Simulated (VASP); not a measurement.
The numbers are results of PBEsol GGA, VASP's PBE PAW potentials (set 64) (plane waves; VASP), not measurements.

The input files of a VASP run:

### POSCAR
```
SnSe
1
    0.0000000000     2.7022498926     2.7022498926
    2.7022498926     0.0000000000     2.7022498926
    2.7022498926     2.7022498926    -0.0000000000
Sn Se
1 1
Direct
  0.0000000000   1.0000000000   0.0000000000
  0.5000000000   0.5000000000   0.5000000000
```

INCAR:
```
! general
SYSTEM   =  SnSe
PREC     =  Accurate
ENCUT    =  500
LREAL    =  .FALSE.
LASPH    =  .TRUE.

! electronic loop
EDIFF    =  1E-6
NELM     =  100
ALGO     =  Normal
LMAXMIX  =  4

! smearing
ISMEAR   =  0
SIGMA    =  0.05

! functional
GGA      =  PS

! ions
IBRION   =  2
NSW      =  40
ISIF     =  3
EDIFFG   =  -0.02
PSTRESS  =  300

! output
LWAVE    =  .FALSE.
LCHARG   =  .FALSE.
```

KPOINTS:
```
Regular mesh
0
G
  8 8 8
```

POTCAR, in this order: Sn_d Se (PBE.64 set). Program: vasp_std.

What will the output report for the number of irreducible k-points (NKPTS), largest plane-wave count, number of space-group operations, FFT grid (NGX, NGY, NGZ)?

| Quantity | Result |
|---|---|
| number of irreducible k-points (NKPTS) | 29 |
| largest plane-wave count | 1018 |
| number of space-group operations | 48 |
| FFT grid (NGX, NGY, NGZ) | 28 × 28 × 28 |

The structure was generated: SnSe was put into the rock salt type (Fm-3m), which need not be its known phase. It was relaxed first under an external pressure of 30 GPa.
